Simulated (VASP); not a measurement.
**CoSn (sg191): computed properties**

These are r2SCAN meta-GGA, VASP's PBE PAW potentials (set 64) (plane waves; VASP) values and carry that method's errors.

- space group = P6/mmm (191)
- cell = a = 5.2446 Å, b = 5.2446 Å, c = 4.1837 Å, α = 90.00°, β = 90.00°, γ = 120.00°
- volume per atom = 16.61 Å^3/atom
- band gap (over mesh and band path) = none (metal, semimetal or under 0.01 eV)
- density = 8.88 g/cm³

CoSn is taken in the hexagonal space group P6/mmm (No. 191), Pearson symbol hP6. Cell: a = b = 5.245 Å, c = 4.184 Å, α = β = 90.00°, γ = 120.00°. Co on 3f is coordinated by 6 Sn at 2.582–2.622 Å and 4 Co at 2.622 Å. Sn1 on 1a has 6 Co at 2.622 Å. Sn2 on 2d is coordinated by 6 Co at 2.582 Å and 3 Sn at 3.028 Å. (Neighbours: up to the widest gap in distance over summed covalent radii, below 1.35, at either atom.)

Unless said otherwise, spin-orbit coupling is left out, though it shifts the bands of the heavy elements here.

The compound is CoSn in the sg191 structure. It was relaxed first. Symmetry was kept, so distortions that lower it aren't found.
